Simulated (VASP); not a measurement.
FeO:

```xyz
4
Lattice="1.5177 -0.8762 5.0316 -1.5177 -0.8762 5.0316 0.0000 -3.5049 5.0316" Properties=species:S:1:pos:R:3 pbc="T T T"
Fe    0.0000    0.0000    0.0000
Fe    0.0000   -1.7525    2.5158
O     0.0000   -3.5049    8.8053
O     0.0000   -1.7525    6.2895
```

Base run:

```yaml
Program: VASP 6.6.1
Functional: PBEsol
Potentials_or_basis: VASP PAW PBE potentials, release 64 (Fe, O)
Cutoff: 450 eV
k_mesh: 9 × 9 × 9
Occupations: gaussian, width 0.05 eV
Spin: collinear spin, ferromagnetic start
Starting_moments: "[4.0, 4.0, 0.0, 0.0] μB"
Hubbard_terms: Fe d U = 4 eV
```

Its results: band gap on the k mesh none (metal or under the smearing width).

Task: After a change of settings the same cell gave: band gap on the k mesh 1.91 eV. Which change was it?
A. moments at the start from [4.0, 4.0, 0.0, 0.0] to [4.0, -4.0, 0.0, 0.0]
B. moments at the start from [4.0, 4.0, 0.0, 0.0] to [2.0, 2.0, 0.0, 0.0]
C. spin from collinear spin, ferromagnetic start to no spin polarisation; further incar settings from ALGO = Normal; EDIFF = 1e-06; NBANDS = 26 to ALGO = Normal; EDIFF = 1e-06; NBANDS = 22
D. moments at the start from [4.0, 4.0, 0.0, 0.0] to [4.0, -1.6, 0.0, 0.0]

Result: C.

Caveats: an odd mesh through Γ misses points on the zone boundary, where band edges often lie (some runs).

Not every run made on this cell is shown here.
